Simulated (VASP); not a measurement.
Runs of VASP 6.6.1 on HfB3Ir. All rows change the cell; the cell of one of them follows. The structure is cubic, space group Pm-3m (No. 221). Conventional cell: a = 4.047 Å, b = 4.047 Å, c = 4.047 Å, α = 90.00°, β = 90.00°, γ = 90.00°. Around Hf (site symmetry m-3m) lie 12 B at 2.86 Å. B (site symmetry 4/mmm) is surrounded by 2 Ir at 2.02 Å. Ir (site symmetry m-3m) is surrounded by 6 B at 2.02 Å. The cell was built by a generator and needn't be a form met in nature.

```tsv
task	cell	k mesh	cutoff (eV)	gap on the mesh (eV)	pressure (GPa)	relaxed volume (Å³/atom)
single point	species swapped into the Mn3ZnC type (Pm-3m, No. 221)	10 × 10 × 10	520	none	0.2	-
single point	species swapped into the Mn3ZnC type (Pm-3m, No. 221)	6 × 6 × 6	520	none	0.3	-
relaxation of cell and atoms	relaxed from: species swapped into the Mn3ZnC type (Pm-3m, No. 221)	10 × 10 × 10	600	none	0.0	(a)
relaxation of cell and atoms	relaxed from: species swapped into the Mn3ZnC type (Pm-3m, No. 221)	6 × 6 × 6	600	none	0.0	13.26
```

Alike in all rows: level PBE; potentials or basis VASP PAW PBE potentials, release 64 (Hf_pv, B, Ir); no spin polarisation; smearing gaussian 0.1 eV.

Q: Estimate the missing entries.

A: (a) 13.27.

Caveats: the volume moved by over 15 % at a fixed basis, so the end points are rough (some runs).

A k mesh can miss the band edges, and the runs leave out spin-orbit coupling on Hf, Ir.

A gap of «none» marks a metal or a gap under the smearing width.
